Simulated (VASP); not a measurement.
## GaN: energy against strain

GaN (zinc blende, F-43m, 11.355 Å³/atom at rest, cube axes along x, y and z) under a strain ε along a cube axis (axis z), the other axes held. PBEsol in VASP (plane waves, PAW), 600 eV, 12×12×12 Γ-centred mesh, Gaussian smearing 0.05 eV; ions are relaxed within the symmetry of each cell.

Here s stands for strain and y for E less E0.

```
strain (%)  E less E0 (meV/atom)
----------  --------------------
-1.50                       2.41
-1.00                       1.12
-0.50                       0.32
0.00                        0.00
0.50                        0.16
1.00                        0.79
1.50                        1.90
3.00                           ?
```

### Question
Fit y against s with a parabola, and predict the withheld value at s = 3.00.

### Answer
Least squares gives y = 0.000 - 0.1679·s + 0.9576·s². Residuals (row less fit): 0.004, -0.005, -0.003, 0.000, 0.005, 0.000, -0.003; standard error 0.005 (degrees of freedom: 4). Twice the quadratic coefficient over the volume, 2 × 0.9576 meV × 10⁴ × 0.1602 / 11.355 Å³, is the elastic constant C11 = 270 ± 0.6 GPa. At the withheld row, y = 0.000 - 0.1679 × 3.0 + 0.9576 × 3.0² = 8.115 meV/atom. The calculation gives 8.04 meV/atom, 0.075 meV/atom below the prediction (0.9 % of the range of y in the table). The row lies outside the fitted rows, so this is an extrapolation. The fitted rows scatter only by rounding.

One order more, fitted to all 13 runs of the series, follows each within 0.01, so the miss is the next term of a smooth law. GaN is here a metastable form; wurtzite is the usual one. Rows are the converged runs of the series near zero and its far end; series whose fitted rows scatter by over a few per cent of the range, as at a crossing or softening among them, aren't shown in this form. Most that stay on the fit to the last digits aren't either.
